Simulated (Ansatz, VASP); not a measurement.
**One calculation of ZnSn, two programs**

```xyz
2
Lattice="3.5394 0.0000 0.0000 0.0000 3.5394 0.0000 0.0000 0.0000 3.5394" Properties=species:S:1:pos:R:3 pbc="T T T"
Zn    0.0000    0.0000    0.0000
Sn    1.7697    1.7697    1.7697
```

Alike in both runs: functional PBE; k mesh 16 × 16 × 16; occupations gaussian, width 0.1 eV; no spin polarisation.

Ansatz relaxed the structure, and its values are those at the end. VASP's run is a single point on that final structure, the one shown.

|  | VASP | Ansatz |
| --- | --- | --- |
| version | VASP 6.6.1 | Ansatz 0.2.0 |
| potentials or method | VASP PAW PBE potentials, release 64 (Zn, Sn_d) | scalar-relativistic, plane waves, PAW |
| plane-wave cutoff (eV) | 520 | 420 |
| valence electrons in the cell | 26 | 26 |

|  | VASP | Ansatz | Ansatz less VASP |
| --- | --- | --- | --- |
| gap on the k mesh at the Fermi level (eV) | none | none | - |
| pressure (GPa) | 0.0 | 0.0 | -0.05 |

A gap of «none» marks a metal or a gap that the smearing closes. The functional is the same, so the differences come from potentials, cutoffs and numerics.
